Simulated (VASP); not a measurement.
Take CoAl (CsCl type), with a static lattice, in VASP with PAW potentials, and its bulk modulus.

Q: One run gives 169 GPa. Which level is it?
A) optB88-vdW
B) PBE-D3(BJ)
C) RPBE
D) rev-vdW-DF2

A: C, RPBE.  The others give 194 (PBE-D3(BJ)), 181 (optB88-vdW), 185 (rev-vdW-DF2).

Only levels that ran to the end are used. Left out are those held back, those with too coarse a band path, GW runs whose mesh misses a band edge, hybrids' fits of cells that aren't cubic and levels without matching references; a question may draw on a part of the rest.

The compound is CoAl in the CsCl type structure.
